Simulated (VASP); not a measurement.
# AgSnNO (Cmmm) in VASP: further runs

Runs on AgSnNO. Level: PBE. Tasks: single point.

All numbers are computed with VASP 6.6.1; they aren't measurements. Logs are shortened: lines on timing, memory, paths and dates and some standing lists are left out, and cuts for length are marked.

### Step 1. The cell of the first run

The structure is orthorhombic, space group Cmmm (No. 65). The conventional cell has a = 6.098 Å, b = 6.519 Å, c = 4.142 Å, α = 90.00°, β = 90.00°, γ = 90.00°. Ag (site symmetry mmm) has 2 N at 2.07 Å as nearest neighbours. Sn (site symmetry mmm) has 2 O at 2.07 Å as nearest neighbours. N (site symmetry mmm) has 2 Ag at 2.07 Å as nearest neighbours. Around O (site symmetry mmm) lie 2 Sn at 2.07 Å.

The cell comes from a database or a generator and needn't be the stable form of this composition.

### Step 2. Single point, PBE (C replaced by Sn, lengths x 1.106, strained and moved within the space group)

Contents of INCAR:

```
  PREC = Accurate
  ENCUT = 520
  EDIFF = 1E-6
  ISMEAR = 0
  SIGMA = 0.1
  LREAL = F
  LASPH = T
  NELM = 100
  ALGO = Normal
  ISIF = 2
  LWAVE = F
  LCHARG = F
  GGA = PE
  NBANDS = 26
```

Contents of KPOINTS:

```
Automatic mesh
0
Gamma
  4 4 4
```

Contents of POSCAR:

```
AgSnNO
1.0
    3.0489384199     -3.2595663440      0.0000000000
    3.0489384199      3.2595663440      0.0000000000
    0.0000000000      0.0000000000      4.1422408317
Ag Sn N O
1 1 1 1
Direct
    0.0000000000      0.0000000000      0.0000000000
    0.5000000000      0.5000000000      0.0000000000
    0.0000000000      0.0000000000      0.5000000000
    0.5000000000      0.5000000000      0.5000000000
```

Potentials or basis: VASP PAW PBE potentials, release 64 (Ag, Sn_d, N, O).

Run with:

```sh
cat potpaw_PBE.64/Ag/POTCAR potpaw_PBE.64/Sn_d/POTCAR potpaw_PBE.64/N/POTCAR potpaw_PBE.64/O/POTCAR > POTCAR
mpirun -np 1 vasp_std > vasp.out
```

OUTCAR:

```text
PREC = Accurate
   ENCUT = 520
   EDIFF = 1E-6
   ISMEAR = 0
   LREAL = F
   LASPH = T
   NELM = 100
   ISIF = 2
   GGA = PE

 ion  position               nearest neighbor table
   1  0.000  0.000  0.000-   3 2.07   3 2.07   2 3.05   2 3.05   2 3.26   2 3.26
   2  0.500  0.500  0.000-   4 2.07   4 2.07   1 3.05   1 3.05   1 3.26   1 3.26
   3  0.000  0.000  0.500-   1 2.07   1 2.07
   4  0.500  0.500  0.500-   2 2.07   2 2.07

  LATTYP: Found a base centered orthorhombic cell.
 ALAT       =     6.0978768398
 B/A-ratio  =     1.0690823805
 C/A-ratio  =     0.6792923079

  Lattice vectors:

 A1 = (   3.0489384199,  -3.2595663440,   0.0000000000)
 A2 = (   3.0489384199,   3.2595663440,   0.0000000000)
 A3 = (   0.0000000000,   0.0000000000,   4.1422408317)

Analysis of symmetry for initial positions (statically):
=====================================================================
 Subroutine PRICEL returns:
 Original cell was already a primitive cell.

 Routine SETGRP: Setting up the symmetry group for a
 base centered orthorhombic supercell.

 Subroutine GETGRP returns: Found  8 space group operations
 (whereof  8 operations were pure point group operations)
 out of a pool of  8 trial point group operations.

The static configuration has the point symmetry D_2h.

Analysis of symmetry for dynamics (positions and initial velocities):
=====================================================================
 Subroutine PRICEL returns:
 Original cell was already a primitive cell.

 Routine SETGRP: Setting up the symmetry group for a
 base centered orthorhombic supercell.

 Subroutine GETGRP returns: Found  8 space group operations
 (whereof  8 operations were pure point group operations)
 out of a pool of  8 trial point group operations.

The dynamic configuration has the point symmetry D_2h.

 Subroutine INISYM returns: Found  8 space group operations
 (whereof  8 operations are pure point group operations),
 and found     1 'primitive' translations

----------------------------------------------------------------------------------------

                                     Primitive cell

  volume of cell :      82.3330

  direct lattice vectors                    reciprocal lattice vectors
     3.048938420 -3.259566344  0.000000000     0.163991505 -0.153394638  0.000000000
     3.048938420  3.259566344  0.000000000     0.163991505  0.153394638  0.000000000
     0.000000000  0.000000000  4.142240832     0.000000000  0.000000000  0.241415224

  length of vectors
     4.463272145  4.463272145  4.142240832     0.224550949  0.224550949  0.241415224

  position of ions in fractional coordinates (direct lattice)
     0.000000000  0.000000000  0.000000000
     0.500000000  0.500000000  0.000000000
     0.000000000  0.000000000  0.500000000
     0.500000000  0.500000000  0.500000000

  ion indices of the primitive-cell ions
   primitive index   ion index
                 1           1
                 2           2
                 3           3
                 4           4

----------------------------------------------------------------------------------------

 KPOINTS: Automatic mesh

Automatic generation of k-mesh.
 Grid dimensions read from file:
 generate k-points for:    4    4    4

 Generating k-lattice:

  Cartesian coordinates                     Fractional coordinates (reciprocal lattice)
     0.040997876 -0.038348660  0.000000000     0.250000000  0.000000000  0.000000000
     0.040997876  0.038348660  0.000000000     0.000000000  0.250000000  0.000000000
     0.000000000  0.000000000  0.060353806     0.000000000  0.000000000  0.250000000

  Length of vectors
     0.056137737  0.056137737  0.060353806

  Shift w.r.t. Gamma in fractional coordinates (k-lattice)
     0.000000000  0.000000000  0.000000000

 Subroutine IBZKPT returns following result:
 ===========================================

 Found     21 irreducible k-points:

 Following reciprocal coordinates:
            Coordinates               Weight
  0.000000  0.000000  0.000000      1.000000
  0.250000  0.000000  0.000000      4.000000
  0.500000  0.000000  0.000000      2.000000
  0.250000  0.250000  0.000000      2.000000
  0.500000  0.250000  0.000000      4.000000
 -0.250000  0.250000  0.000000      2.000000
[... 13 lines left out ...]
 -0.250000  0.250000  0.500000      2.000000
  0.500000  0.500000  0.500000      1.000000
   k-points           NKPTS =     21   k-points in BZ     NKDIM =     21   number of bands    NBANDS=     26
   number of dos      NEDOS =    301   number of ions     NIONS =      4
   total plane-waves  NPLWV =  41472
   dimension x,y,z NGX =    36 NGY =   36 NGZ =   32
   dimension x,y,z NGXF=    72 NGYF=   72 NGZF=   64
   ions per type =               1   1   1   1
   NGX,Y,Z   is equivalent  to a cutoff of  13.41, 13.41, 12.84 a.u.
   NGXF,Y,Z  is equivalent  to a cutoff of  26.82, 26.82, 25.69 a.u.
 SYSTEM =  unknown system
   PREC   = accura    normal or accurate (medium, high low for compatibility)
   ISTART =      0    job   : 0-new  1-cont  2-samecut
   ICHARG =      2    charge: 1-file 2-atom 10-const
   ISPIN  =      1    spin polarized calculation?
   LNONCOLLINEAR =      F non collinear calculations
   LSORBIT =      F    spin-orbit coupling
   LASPH  =      T    aspherical Exc in radial PAW
   ENCUT  =  520.0 eV  38.22 Ry    6.18 a.u.   8.30  8.30  7.70*2*pi/ulx,y,z
   NELM   =    100;   NELMIN=  2; NELMDL= -5     # of ELM steps
   EDIFF  = 0.1E-05   stopping-criterion for ELM
   LREAL  =      F    real-space projection
   EDIFFG = 0.1E-04   stopping-criterion for IOM
   NSW    =      0    number of steps for IOM
   IBRION =     -1    ionic relax: 0-MD 1-quasi-New 2-CG
   NFREE  =      0    steps in history (QN), initial steepest desc. (CG)
   ISIF   =      2    stress and relaxation
   ISYM   =      2    0-nonsym 1-usesym 2-fastsym
   POTIM  = 0.5000    time-step for ionic-motion
   TEBEG  =    0.0;   TEEND  =   0.0 temperature during run
   PSTRESS=    0.0 pullay stress
   NELECT =      36.0000    total number of electrons
   NUPDOWN=      -1.0000    fix difference up-down
   EMIN   =  10.00;   EMAX   =-10.00  energy-range for DOS
   EFERMI =   0.00;   METHOD = LEGACY
   ISMEAR =     0;   SIGMA  =   0.10  broadening in eV -4-tet -1-fermi 0-gaus
   EFERMI_NEDOS =   21; number of points for ismear=-14 and -15
   IALGO  =     38    algorithm
   IMIX   =      4    mixing-type and parameters
     AMIX     =   0.40;   BMIX     =  1.00
     AMIX_MAG =   1.60;   BMIX_MAG =  1.00
  volume/ion in A,a.u.               =      20.58       138.90
  Fermi-wavevector in a.u.,A,eV,Ry     =   1.242561  2.348100 21.006822  1.543958
  Thomas-Fermi vector in A             =   2.376910
   LORBIT       =      0    0 simple, 1 ext, 2 COOP (PROOUT), +10 PAW based schemes
   GGA     = PE    functional components
   LHFCALC =     F    Hartree Fock is set to
   AEXX    =    0.0000 exact exchange contribution
   IVDW    =     0    specifies the selected vdW correction
   LEPSILON=     F    determine dielectric tensor
   LRPA    =     F    only Hartree local field effects (RPA)
 non-spin polarized calculation
 Gauss-broadening in eV      SIGMA  =   0.10
  energy-cutoff  :      520.00
  volume of cell :       82.33
 maximum number of plane-waves:      2237
 NGX is ok and might be reduce to    36
   NGX = 17   NGY = 17   NGZ = 15

 number of electron      35.9999999 magnetization

 Free energy of the ion-electron system (eV)
  ---------------------------------------------------
  ext. energy  EPLUGINS =         0.00000000
  ---------------------------------------------------
  free energy    TOTEN  =       -16.38867764 eV

  energy without entropy =      -16.35671199  energy(sigma->0) =      -16.37269481

 E-fermi :   3.2306     XC(G=0):  -9.3296

 val. band max:        3.2258753157   @ k =  -0.2500   0.2500   0.2500
 cond. band min:       3.2376837732   @ k =  -0.2500   0.2500   0.2500
 fundamental gap:      0.0118084575
 Fermi energy:         3.2305713559

 k-point     1 :       0.0000    0.0000    0.0000
  band No.  band energies     occupation
      1     -18.4682      2.00000
      2     -18.2566      2.00000
      3     -18.2511      2.00000
      4     -18.0166      2.00000
      5     -18.0030      2.00000
      6     -13.5345      2.00000
[... 18 lines left out ...]
     25      12.7384      0.00000
     26      13.2838      0.00000

 k-point     2 :       0.2500    0.0000    0.0000
  band No.  band energies     occupation
      1     -18.4672      2.00000
      2     -18.2563      2.00000
      3     -18.2481      2.00000
      4     -18.0170      2.00000
      5     -18.0033      2.00000
      6     -13.5156      2.00000
[... 18 lines left out ...]
     25      11.5755      0.00000
     26      12.6936      0.00000

 k-point     3 :       0.5000    0.0000    0.0000
  band No.  band energies     occupation
      1     -18.4663      2.00000
      2     -18.2560      2.00000
      3     -18.2451      2.00000
      4     -18.0174      2.00000
      5     -18.0035      2.00000
      6     -13.4967      2.00000
[... 18 lines left out ...]
     25      12.0116      0.00000
     26      12.7387      0.00000

 k-point     4 :       0.2500    0.2500    0.0000
  band No.  band energies     occupation
      1     -18.4664      2.00000
      2     -18.2566      2.00000
      3     -18.2452      2.00000
      4     -18.0174      2.00000
      5     -18.0035      2.00000
      6     -13.4998      2.00000
[... 18 lines left out ...]
     25      11.7505      0.00000
     26      13.9080      0.00000

 k-point     5 :       0.5000    0.2500    0.0000
  band No.  band energies     occupation
      1     -18.4658      2.00000
      2     -18.2582      2.00000
      3     -18.2424      2.00000
      4     -18.0178      2.00000
      5     -18.0040      2.00000
      6     -13.4888      2.00000
[... 18 lines left out ...]
     25      12.9767      0.00000
     26      14.6131      0.00000

 k-point     6 :      -0.2500    0.2500    0.0000
  band No.  band energies     occupation
      1     -18.4666      2.00000
      2     -18.2580      2.00000
      3     -18.2453      2.00000
      4     -18.0174      2.00000
      5     -18.0037      2.00000
      6     -13.5048      2.00000
[... 340 lines left out ...]
 k-point    18 :       0.2500    0.2500    0.5000
  band No.  band energies     occupation
      1     -18.2566      2.00000
      2     -18.2448      2.00000
      3     -18.1200      2.00000
      4     -18.0305      2.00000
      5     -18.0169      2.00000
      6     -13.9823      2.00000
[... 18 lines left out ...]
     25      12.3511      0.00000
     26      12.6519      0.00000

 k-point    19 :       0.5000    0.2500    0.5000
  band No.  band energies     occupation
      1     -18.2581      2.00000
      2     -18.2420      2.00000
      3     -18.1193      2.00000
      4     -18.0310      2.00000
      5     -18.0173      2.00000
      6     -13.9767      2.00000
[... 18 lines left out ...]
     25      12.1521      0.00000
     26      13.4098      0.00000

 k-point    20 :      -0.2500    0.2500    0.5000
  band No.  band energies     occupation
      1     -18.2578      2.00000
      2     -18.2449      2.00000
      3     -18.1206      2.00000
      4     -18.0304      2.00000
      5     -18.0169      2.00000
      6     -13.9839      2.00000
[... 18 lines left out ...]
     25      12.5546      0.00000
     26      12.6306      0.00000

 k-point    21 :       0.5000    0.5000    0.5000
  band No.  band energies     occupation
      1     -18.2602      2.00000
      2     -18.2393      2.00000
      3     -18.1188      2.00000
      4     -18.0314      2.00000
      5     -18.0178      2.00000
      6     -13.9720      2.00000
[... 18 lines left out ...]
     25      13.0716      0.00000
     26      13.2624      0.00000

------------------------ aborting loop because EDIFF is reached ----------------------------------------

  FORCE on cell =-STRESS in cart. coord.  units (eV):
  Direction    XX          YY          ZZ          XY          YZ          ZX
  --------------------------------------------------------------------------------------
  -------------------------------------------------------------------------------------
  Total        0.5272000      0.0719726    -10.1176396     -0.0000000      0.0000000      0.0000000
  in kB       10.2591687      1.4005667   -196.8865129     -0.0000000      0.0000000      0.0000000
  external PRESSURE =     -61.7422592 kB  Pullay stress =       0.0000000 kB

 VOLUME and BASIS-vectors are now :
 -----------------------------------------------------------------------------
  energy-cutoff  :      520.00
  volume of cell :       82.33
      direct lattice vectors                 reciprocal lattice vectors
     3.048938420 -3.259566344  0.000000000     0.163991505 -0.153394638  0.000000000
     3.048938420  3.259566344  0.000000000     0.163991505  0.153394638  0.000000000
     0.000000000  0.000000000  4.142240832     0.000000000  0.000000000  0.241415224

 POSITION                                       TOTAL-FORCE (eV/Angst)
 -----------------------------------------------------------------------------------
      0.00000      0.00000      0.00000        -0.000000      0.000000      0.000000
      3.04894      0.00000      0.00000         0.000000     -0.000000      0.000000
      0.00000      0.00000      2.07112        -0.000000      0.000000      0.000000
      3.04894      0.00000      2.07112        -0.000000      0.000000      0.000000
 -----------------------------------------------------------------------------------
    total drift:                                0.000000      0.000000      0.000000

  FREE ENERGIE OF THE ION-ELECTRON SYSTEM (eV)
  ---------------------------------------------------
  free  energy   TOTEN  =       -16.3886776377 eV

  energy  without entropy=      -16.3567119854  energy(sigma->0) =      -16.37269481
```

It took 31 s on 1 thread of Intel Xeon Platinum 8488C (Sapphire Rapids), shared host; peak memory 0.22 GiB.

Results:

- Free energy: -16.3887 eV
- Pressure: -6.2 GPa
- Band gap on the k mesh: none (metal or under the smearing width)

Caveat: the k mesh is coarse (spacing up to 0.38 Å⁻¹), so the values aren't converged.

### Step 3. Single point, PBE (C replaced by Sn, lengths x 1.106, strained and moved within the space group)

Contents of INCAR:

```
SYSTEM = AgSnNO
PREC = Accurate ; ENCUT = 520
EDIFF = 1E-7 ; ISMEAR = 0
SIGMA = 0.1 ; LREAL = .FALSE.
LASPH = .TRUE. ; NELM = 100
ALGO = Fast ; ISIF = 2
LWAVE = .FALSE. ; LCHARG = .FALSE.
GGA = PE ; NBANDS = 26
```

Contents of KPOINTS:

```
regular mesh
0
G
  10 10 10
  0 0 0
```

POSCAR is that of step 2.

Potentials or basis: VASP PAW PBE potentials, release 64 (Ag, Sn_d, N, O).

Run with:

```sh
cat potpaw_PBE.64/Ag/POTCAR potpaw_PBE.64/Sn_d/POTCAR potpaw_PBE.64/N/POTCAR potpaw_PBE.64/O/POTCAR > POTCAR
mpirun -np 1 vasp_std > vasp.out
```

OUTCAR:

```text
SYSTEM = AgSnNO
   PREC = Accurate
   ENCUT = 520
   EDIFF = 1E-7
   ISMEAR = 0
   LREAL = .FALSE.
   LASPH = .TRUE.
   NELM = 100
   ISIF = 2
   GGA = PE

 ion  position               nearest neighbor table
   1  0.000  0.000  0.000-   3 2.07   3 2.07   2 3.05   2 3.05   2 3.26   2 3.26
   2  0.500  0.500  0.000-   4 2.07   4 2.07   1 3.05   1 3.05   1 3.26   1 3.26
   3  0.000  0.000  0.500-   1 2.07   1 2.07
   4  0.500  0.500  0.500-   2 2.07   2 2.07

  LATTYP: Found a base centered orthorhombic cell.
 ALAT       =     6.0978768398
 B/A-ratio  =     1.0690823805
 C/A-ratio  =     0.6792923079

[... 889 lines left out ...]

 [... further k-points ...]
[... 5 lines left out ...]
  --------------------------------------------------------------------------------------
  -------------------------------------------------------------------------------------
  Total        0.6517896     -0.2270855    -10.9743738     -0.0000000      0.0000000      0.0000000
  in kB       12.6836486     -4.4190214   -213.5583280     -0.0000000      0.0000000      0.0000000
  external PRESSURE =     -68.4312336 kB  Pullay stress =       0.0000000 kB

 VOLUME and BASIS-vectors are now :
 -----------------------------------------------------------------------------
  energy-cutoff  :      520.00
  volume of cell :       82.33
      direct lattice vectors                 reciprocal lattice vectors
     3.048938420 -3.259566344  0.000000000     0.163991505 -0.153394638  0.000000000
     3.048938420  3.259566344  0.000000000     0.163991505  0.153394638  0.000000000
     0.000000000  0.000000000  4.142240832     0.000000000  0.000000000  0.241415224

 POSITION                                       TOTAL-FORCE (eV/Angst)
 -----------------------------------------------------------------------------------
      0.00000      0.00000      0.00000         0.000000     -0.000000      0.000000
      3.04894      0.00000      0.00000        -0.000000      0.000000      0.000000
      0.00000      0.00000      2.07112         0.000000     -0.000000      0.000000
      3.04894      0.00000      2.07112        -0.000000     -0.000000      0.000000
 -----------------------------------------------------------------------------------
    total drift:                                0.000000      0.000000      0.000000

  FREE ENERGIE OF THE ION-ELECTRON SYSTEM (eV)
  ---------------------------------------------------
  free  energy   TOTEN  =       -16.4441316528 eV

  energy  without entropy=      -16.4296173223  energy(sigma->0) =      -16.43687449
```

stdout:

```text
POSCAR found type information on POSCAR AgSnN O
 POSCAR found :  4 types and       4 ions
 scaLAPACK will be used
 LDA part: xc-table for (Slater+PW92), standard interpolation
 POSCAR, INCAR and KPOINTS ok, starting setup
 FFT: planning ... GRIDC
 FFT: planning ... GRID_SOFT
 FFT: planning ... GRID
 WAVECAR not read
 entering main loop
WARNING in EDDRMM: call to ZHEGV failed, returncode =   6  3     21
 num prob RMM:  17    -0.164441316510E+02   -0.19977E-06   -0.10435E-06 11605   0.616E-03    0.130E-03
WARNING in EDDRMM: call to ZHEGV failed, returncode =   6  3     23
 num prob  num prob  num prob  num prob  num prob WARNING in EDDRMM: call to ZHEGV failed, returncode =   8  4     23
```

Wall time 4.9 min (1 thread of Intel Xeon Platinum 8488C (Sapphire Rapids), shared host); peak memory 0.53 GiB.

Results:

```yaml
Free_energy: -16.4441 eV
Pressure: -6.8 GPa
Band_gap_on_the_k_mesh: none (metal or under the smearing width)
```

(Part 1 of 2 ends here.)
